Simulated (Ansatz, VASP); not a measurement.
# Ge2Sb2Te5: VASP beside Ansatz, part 3 of 3

Aim: how closely do two programs agree when they are given the same cell, functional and k mesh? Of the first pair: The structure shown is frame 165 of Ansatz's trajectory.

VASP 6.6.1 and Ansatz 0.2.0.

So far. Step 4 (Comparison): The forces differ by 14 meV/Å r.m.s., which is 1.8 % of the r.m.s. force of 0.793 eV/Å (both taken over all components).

### 6. VASP: single point, PBE, pair 2

Level of this step: PBE; plane waves and PAW (Ge_d, Sb, Te) (VASP).

The same cell, functional, mesh and smearing now go to VASP, with its own data sets.

Input file INCAR:

```
SYSTEM = Ge2Sb2Te5
PREC = Accurate
ENCUT = 410
EDIFF = 1E-06
NELM = 120
ISMEAR = -1
SIGMA = 0.1
LREAL = .FALSE.
ALGO = Normal
GGA = PE
NBANDS = 120
LORBIT = 11
LWAVE = .FALSE.
LCHARG = .FALSE.
ISIF = 2
LASPH = .TRUE.
GGA_COMPAT = .FALSE.
EFERMI = MIDGAP
```

Input file POSCAR:

```
Ge2Sb2Te5
1.0
    9.5353205541      0.0000000000      0.0000000000
    0.0000000000      9.5353205541      0.0000000000
    0.0000000000      0.0000000000      9.5353205541
Ge Sb Te
6 6 15
Direct
    0.0849719148      0.3864429076      0.4032258777
    0.7877601972      0.6247410316      0.8589267611
    0.4222703345      0.6584700498      0.1532607102
    0.4508222850      0.9166022212      0.2125432479
    0.4015115148      0.8030908826      0.9034892903
    0.0923446088      0.1347559779      0.4989351929
    0.3972773625      0.1087174196      0.0054240442
    0.5317573721      0.6200930495      0.5235727495
    0.1327751902      0.9472093726      0.1348852399
    0.7579209277      0.3030465503      0.1672309799
    0.4783974460      0.9252420986      0.6507353334
    0.8670489842      0.4942314182      0.5758453498
    0.7075490501      0.6316674899      0.2237834573
    0.7788332818      0.9526176391      0.1788592203
    0.1058962826      0.2836413296      0.7720792351
    0.7772273578      0.9423384299      0.8685543347
    0.0850976111      0.2742936627      0.1162577591
    0.8600270912      0.8412138800      0.4758674839
    0.7784076013      0.2992801326      0.8533400586
    0.4102894054      0.1524600030      0.4576415628
    0.1203006227      0.9172066057      0.8123642992
    0.4779820431      0.5190792456      0.8876526963
    0.0986079067      0.6165608137      0.1456425080
    0.2217386388      0.6158681260      0.4735067871
    0.4242111188      0.3598825001      0.1759377664
    0.1049475411      0.6015719102      0.8485880421
    0.7996390847      0.1925366840      0.4646025244
```

Input file KPOINTS:

```
Automatic mesh
0
Gamma
1 1 1
0 0 0
```

The projector-augmented-wave data sets are Ge_d, Sb and Te (PBE family, release 64).

The run is started by

```bash
mpirun -np 4 vasp_gam
```

Numbers of over 12 decimals in the logs are rounded to 6 here.

What it wrote:

```text
[banner, memory and clock lines left out]
running    4 mpi-ranks, on    1 nodes
[...]
[... a notice as in an earlier step ...]

 LDA part: xc-table for (Slater+PW92), standard interpolation
 POSCAR, INCAR and KPOINTS ok, starting setup
[...]
entering main loop
       N       E                     dE             d eps       ncg     rms          rms(c)
DAV:   1     0.274879390352E+04    0.27488E+04   -0.74108E+04   320   0.226E+03
DAV:   2     0.525226883799E+03   -0.22236E+04   -0.21637E+04   248   0.680E+02
DAV:   3    -0.285704831344E+02   -0.55380E+03   -0.53228E+03   280   0.206E+02
DAV:   4    -0.997070524575E+02   -0.71137E+02   -0.67348E+02   296   0.784E+01
[...]
DAV:  13    -0.102686823237E+03   -0.49889E-05   -0.92461E-05   272   0.265E-02    0.475E-02
DAV:  14    -0.102686831284E+03   -0.80467E-05   -0.35028E-05   264   0.161E-02    0.223E-02
DAV:  15    -0.102686832037E+03   -0.75295E-06   -0.42577E-06   232   0.725E-03
   1 F= -.10268683E+03 E0= -.10252407E+03  d E =-.325534E+00
```

Parts of OUTCAR (step 6):

```text
  Total      -14.2181528    -19.4671198    -11.5798341      3.0750030      0.3874830      6.0760907
  in kB      -26.2753110    -35.9754629    -21.3996676      5.6826411      0.7160730     11.2286860
  external PRESSURE =     -27.8834805 kB  Pullay stress =       0.0000000 kB

 POSITION                                       TOTAL-FORCE (eV/Angst)
 -----------------------------------------------------------------------------------
      0.81023      3.68486      3.84489        -0.001693     -1.069872      0.017134
      7.51155      5.95711      8.19014        -0.278859     -0.125823      0.410957
      4.02648      6.27872      1.46139        -0.314066     -0.889823      0.215117
      4.29874      8.74010      2.02667         0.077440      1.879673      0.015302
      3.82854      7.65773      8.61506         0.567315      0.278304     -0.433273
      0.88054      1.28494      4.75751        -0.064638      0.250709     -0.159760
      3.78817      1.03666      0.05172         0.359552     -0.688258      0.483250
      5.07048      5.91279      4.99243         0.394321      0.711803      0.288551
      1.26605      9.03194      1.28617        -0.769267      0.147412     -0.221469
      7.22702      2.88965      1.59460         0.337773     -0.410553      0.233885
      4.56167      8.82248      6.20497         0.294181     -0.852902      0.169001
      8.26759      4.71266      5.49087        -1.013920      0.496176     -0.406273
      6.74671      6.02315      2.13385         0.700804     -0.455930     -0.214175
      7.42643      9.08351      1.70548         0.118433      0.346990     -0.133236
[...]
-----------------------------------------------------------------------------------
    total drift:                                0.003305     -0.002679      0.002073

  FREE ENERGIE OF THE ION-ELECTRON SYSTEM (eV)
  ---------------------------------------------------
  free  energy   TOTEN  =      -102.6868320370 eV

  energy  without entropy=     -102.3612981228  energy(sigma->0) =     -102.52406508

[... 2 parts as in an earlier step ...]

[... 1 further part left out ...]
[key lines of the parts left out:]
E-fermi :   4.9960
```

The run ends at a pressure of -2.79 GPa, with forces up to 1.9 eV/Å.

### 7. Side by side

What differs besides the data sets and the points named for the pairs above, as far as they apply: the data sets hold 414 valence electrons in Ansatz (on its PAW soft_1 files) and 204 in VASP. Total energies have different zeros and are not compared.

Forces on 10 of the 27 atoms, those with the largest forces and the largest differences (eV/Å; atoms numbered as in POSCAR):

| atom | Ansatz x, y, z | VASP x, y, z |
| --- | --- | --- |
| Ge1 | 0.002, -1.064, 0.015 | -0.002, -1.070, 0.017 |
| Ge4 | 0.076, 1.884, 0.020 | 0.077, 1.880, 0.015 |
| Sb8 | 0.382, 0.711, 0.288 | 0.394, 0.712, 0.289 |
| Sb9 | -0.757, 0.145, -0.227 | -0.769, 0.147, -0.221 |
| Sb12 | -1.010, 0.495, -0.405 | -1.014, 0.496, -0.406 |
| Te15 | -0.484, -0.940, 0.474 | -0.485, -0.943, 0.478 |
| Te16 | -0.105, -0.699, -0.990 | -0.101, -0.694, -0.992 |
| Te22 | 0.261, 0.799, -0.904 | 0.260, 0.805, -0.900 |
| Te25 | 0.045, -0.922, 0.295 | 0.042, -0.910, 0.303 |
| Te26 | 0.245, -0.027, -1.260 | 0.250, -0.028, -1.263 |

The forces differ by 5.0 meV/Å r.m.s., which is 0.9 % of the r.m.s. force of 0.551 eV/Å (both taken over all components).

### 8. Ansatz: dynamics, PBE

One frame of this run of dynamics is then solved in both programs, so the motion causes no difference.

The structure compared here is frame 88 of Ansatz's trajectory.

Input file input.yaml:

```yaml
crystal:
  lattice:
    - [9.5353205541, 0.0, 0.0]
    - [0.0, 9.5353205541, 0.0]
    - [0.0, 0.0, 9.5353205541]
  atoms:
    - { symbol: Ge, position: [1.12579035, 0.3936398489, 0.5253199008] }
    - { symbol: Ge, position: [0.8131886871, 0.6688648107, 0.7779778525] }
    - { symbol: Ge, position: [0.4543350415, 0.6945133135, 0.2161519609] }
    - { symbol: Ge, position: [0.3548458717, 0.9541500302, 0.3043970133] }
    - { symbol: Ge, position: [0.4076488606, 0.834604476, 0.9640203385] }
    - { symbol: Ge, position: [1.1304148038, 1.1448364143, 0.4067225723] }
    - { symbol: Sb, position: [0.4891237103, 1.1056855863, 0.1181428202] }
    - { symbol: Sb, position: [0.4781634328, 0.6701429921, 0.5346451738] }
    - { symbol: Sb, position: [0.0790225542, 0.9567115738, 0.1441948405] }
    - { symbol: Sb, position: [0.7816479956, 0.3301811969, 0.1755665069] }
    - { symbol: Sb, position: [0.5342623447, 0.9489763495, 0.6520025098] }
    - { symbol: Sb, position: [0.802106446, 0.4724833508, 0.4925650758] }
    - { symbol: Te, position: [0.7411716319, 0.6702746041, 0.2014659876] }
    - { symbol: Te, position: [0.777627504, -0.0202948388, 0.176065629] }
    - { symbol: Te, position: [0.1083614265, 0.3365095495, 0.832449661] }
    - { symbol: Te, position: [0.79759359, 1.0161779657, 0.8224883397] }
    - { symbol: Te, position: [0.0975982449, 0.2917554836, 0.1548862992] }
    - { symbol: Te, position: [0.7833053217, 0.850934961, 0.4804977156] }
    - { symbol: Te, position: [0.7959472333, 0.3589589632, 0.8175624932] }
    - { symbol: Te, position: [0.4907289632, 0.1915230623, 0.445839528] }
    - { symbol: Te, position: [0.1821235224, 0.9915726, 0.8572943811] }
    - { symbol: Te, position: [0.5021848991, 0.6016041274, 0.8212776985] }
    - { symbol: Te, position: [0.0890100042, 0.6562411039, 0.1625152484] }
    - { symbol: Te, position: [0.1084787685, 0.6703758187, 0.4882707827] }
    - { symbol: Te, position: [0.4014072388, 0.4209835968, 0.1819221916] }
    - { symbol: Te, position: [1.1214274872, 0.661643192, 0.8210097914] }
    - { symbol: Te, position: [0.817699084, 0.1818829682, 0.4765894437] }
kpoints:
  mp_grid: { grid: [1, 1, 1] }
scf:
  occupations: { method: fermi_dirac, width: 0.1 }
  n_extra_bands: 19
hamiltonian:
  xc: pbe
  pseudopotentials: { kind: paw, azcp: { folder: soft_1 } }
output:
  forces: true
basis:
  ecutwfc: 320
md:
  timestep: 2.5
  n_steps: 264
  ensemble: nvt_langevin
  temperature: 300
  seed: 0
```

The run is started by

```bash
ansatz run input.yaml --threads 8 --pin off --max-ram 23552MiB --backend cpu --events-out ev --progress --plain --runs-dir out
```

What it wrote:

```text
[...]
Crystal: 27 atoms, lattice volume = 866.974 Å³
Basis set: ecut = 320 eV, 11123 PW (Γ), exchange–correlation on 120×120×120 points (8 copies of the dense FFT grid, shifted against one another)
Bands: 226, of which v1, the nominal top of the filled ones, is band 207 counted from 1 (206 counted from 0)
Symmetry: 1 space group operations
k-points: 1
[...]
SCF iter   1: F=—  HF=-169384.173653 eV  |F-HF|=—  |Δ(HF+E_count)|=         —  Δρ=1.67e-2  dr2=7.87e0  ethr=3.10e-3  ⟨swp⟩=6.0  Hψ=865  notcnv=0
[...]
md step    87: t =   217.50 fs  T =   305.8 K  F+E_penalty+E_count = -169385.37828090 eV  E_kin = 1.067157 eV  (5 SCF iters)
[...]
md step    88: t =   220.00 fs  T =   314.9 K  F+E_penalty+E_count = -169385.39903604 eV  E_kin = 1.099109 eV  (4 SCF iters)
[...]
md step    91: t =   227.50 fs  T =   363.9 K  F+E_penalty+E_count = -169385.49181830 eV  E_kin = 1.269975 eV  (5 SCF iters)
[...]
md step    94: t =   235.00 fs  T =   405.0 K  F+E_penalty+E_count = -169385.60068047 eV  E_kin = 1.413544 eV  (4 SCF iters)
[...]
SCF 96 converged
```

### 9. VASP: single point, PBE, pair 3

The same cell, functional, mesh and smearing now go to VASP, with its own data sets.

INCAR is that of step 6.

Input file POSCAR:

```
Ge2Sb2Te5
1.0
    9.5353205541      0.0000000000      0.0000000000
    0.0000000000      9.5353205541      0.0000000000
    0.0000000000      0.0000000000      9.5353205541
Ge Sb Te
6 6 15
Direct
    0.0749549469      0.4168156673      0.4823261026
    0.8130611820      0.6715434435      0.8045511377
    0.4705542907      0.6934784166      0.1806055696
    0.3824863547      0.9634524553      0.2785686108
    0.4147466231      0.8652428571      0.9442319164
    0.1591916535      0.1748488094      0.4217959928
    0.4984032758      0.1068236186      0.0888067680
    0.4715673662      0.7181546715      0.5326971412
    0.1053721261      0.9859517514      0.1514351816
    0.7859679135      0.3288355103      0.1595159797
    0.4930844195      0.9730585298      0.6736717411
    0.8082073336      0.4946727248      0.5033251869
    0.7791373093      0.6468491505      0.1898704915
    0.7836874448      0.9765011571      0.1463829131
    0.1064838874      0.3316146512      0.8050807476
    0.8170375559      0.9836567053      0.8198984980
    0.0979229796      0.3077961547      0.1586763645
    0.8177930627      0.8557944071      0.5012350631
    0.8036072785      0.3525141059      0.8076931401
    0.4638562464      0.1816330128      0.4279324410
    0.1267905985      0.9815910170      0.8258065322
    0.4804253799      0.6008975752      0.8340320553
    0.1193071584      0.6680974136      0.1729411183
    0.1556741582      0.6822692497      0.5058874500
    0.4355208592      0.4034949825      0.1619941345
    0.1217197093      0.6572715584      0.8397214288
    0.8192281482      0.1743367714      0.4521409611
```

KPOINTS is that of step 6.

The run is started by

```bash
mpirun -np 4 vasp_gam
```

What it wrote:

```text
[... set-up lines as in an earlier step ...]
 entering main loop
       N       E                     dE             d eps       ncg     rms          rms(c)
DAV:   1     0.281830069623E+04    0.28183E+04   -0.73125E+04   328   0.227E+03
DAV:   2     0.560266719166E+03   -0.22580E+04   -0.21949E+04   256   0.702E+02
DAV:   3    -0.333651973747E+02   -0.59363E+03   -0.56355E+03   288   0.211E+02
DAV:   4    -0.103454275390E+03   -0.70089E+02   -0.67195E+02   280   0.806E+01
[...]
DAV:  17    -0.106710376877E+03    0.40739E-05   -0.16105E-05   264   0.109E-02    0.302E-02
DAV:  18    -0.106710384158E+03   -0.72804E-05   -0.22052E-05   240   0.131E-02    0.444E-02
DAV:  19    -0.106710384518E+03   -0.36037E-06   -0.20596E-06   192   0.522E-03
   1 F= -.10671038E+03 E0= -.10667638E+03  d E =-.680041E-01
```

OUTCAR, selected parts (step 9):

```text
  Total       -4.7807280    -16.1829463    -13.0936984      2.2705045      5.2216361     -1.8363806
  in kB       -8.8348408    -29.9062723    -24.1973063      4.1959186      9.6496441     -3.3936526
  external PRESSURE =     -20.9794731 kB  Pullay stress =       0.0000000 kB

 POSITION                                       TOTAL-FORCE (eV/Angst)
 -----------------------------------------------------------------------------------
      0.71472      3.97447      4.59913         0.315949     -0.340857      0.310302
      7.75280      6.40338      7.67165        -0.206206     -0.428775      0.236236
      4.48689      6.61254      1.72213         0.105689      0.452811      0.199887
      3.64713      9.18683      2.65624        -0.097343     -1.445978      0.151935
      3.95474      8.25037      9.00355         0.144670     -0.700194     -0.307406
      1.51794      1.66724      4.02196        -0.711290      0.005769      0.080671
      4.75243      1.01860      0.84680         0.556802      0.439085     -0.670147
      4.49655      6.84784      5.07944         0.087788     -0.562827     -0.365657
      1.00476      9.40137      1.44398        -0.378743      0.297706     -0.210956
      7.49446      3.13555      1.52104        -0.239362      0.278864     -0.176936
      4.70172      9.27842      6.42368         0.095719      0.240034      0.340139
      7.70652      4.71686      4.79937        -1.012708     -0.313947     -0.063873
      7.42932      6.16791      1.81048         0.075987     -0.107378     -0.122461
      7.47271      9.31125      1.39581         0.363397     -0.300829      0.331231
[...]
-----------------------------------------------------------------------------------
    total drift:                               -0.000368     -0.004020      0.003025

  FREE ENERGIE OF THE ION-ELECTRON SYSTEM (eV)
  ---------------------------------------------------
  free  energy   TOTEN  =      -106.7103845182 eV

  energy  without entropy=     -106.6423804158  energy(sigma->0) =     -106.67638247

[... 2 parts as in an earlier step ...]

[... 1 further part left out ...]
[key lines of the parts left out:]
E-fermi :   4.9990
```

The run ends at a pressure of -2.10 GPa, with forces up to 1.5 eV/Å.

### 10. Side by side

What differs besides the data sets and the points named for the pairs above, as far as they apply: the data sets hold 414 valence electrons in Ansatz (on its PAW soft_1 files) and 204 in VASP. Total energies have different zeros and are not compared.

Forces on 10 of the 27 atoms, those with the largest forces and the largest differences (eV/Å; atoms numbered as in POSCAR):

| atom | Ansatz x, y, z | VASP x, y, z |
| --- | --- | --- |
| Ge1 | 0.306, -0.325, 0.313 | 0.316, -0.341, 0.310 |
| Ge4 | -0.094, -1.435, 0.150 | -0.097, -1.446, 0.152 |
| Sb7 | 0.556, 0.436, -0.663 | 0.557, 0.439, -0.670 |
| Sb8 | 0.080, -0.536, -0.342 | 0.088, -0.563, -0.366 |
| Sb11 | 0.087, 0.218, 0.318 | 0.096, 0.240, 0.340 |
| Sb12 | -1.000, -0.319, -0.066 | -1.013, -0.314, -0.064 |
| Te16 | -0.907, -0.433, -0.435 | -0.915, -0.430, -0.442 |
| Te17 | 0.529, 0.841, -0.295 | 0.545, 0.848, -0.298 |
| Te20 | 0.343, 0.450, 0.917 | 0.350, 0.455, 0.913 |
| Te22 | 0.329, 0.878, -0.033 | 0.326, 0.885, -0.024 |

The forces differ by 8.1 meV/Å r.m.s., which is 1.9 % of the r.m.s. force of 0.430 eV/Å (both taken over all components).

### 11. Summary of results

```
r.m.s. force difference (single point, PBE, pair 1) : 1.8 % of the r.m.s. force
r.m.s. force difference (single point, PBE, pair 2) : 0.90 % of the r.m.s. force
r.m.s. force difference (single point, PBE, pair 3) : 1.9 % of the r.m.s. force
```

The r.m.s. force difference is 1.9 % of the r.m.s. force (single point, PBE, pair 3), within the 3 % picked in this series as the mark of a large difference. The data sets hold unlike numbers of valence electrons (414 in Ansatz and 204 in VASP), so part of the differences comes from the potentials. 6 further runs of this series are not shown here. How closely two codes agree says nothing of how well the functional describes the real material.

[Lines on the potential files, build, host, timing and source positions are cut from VASP's logs without a mark.]

[Logs are printed without paths, hosts, clocks, repeated set-up lines and the standing remarks that a program may print on its own settings, such as how far it seeks lower states.]

[Hosts, paths, dates, database ids (printed as entryN), source tags and the programs' standing remarks are cut or masked in the printed files.]
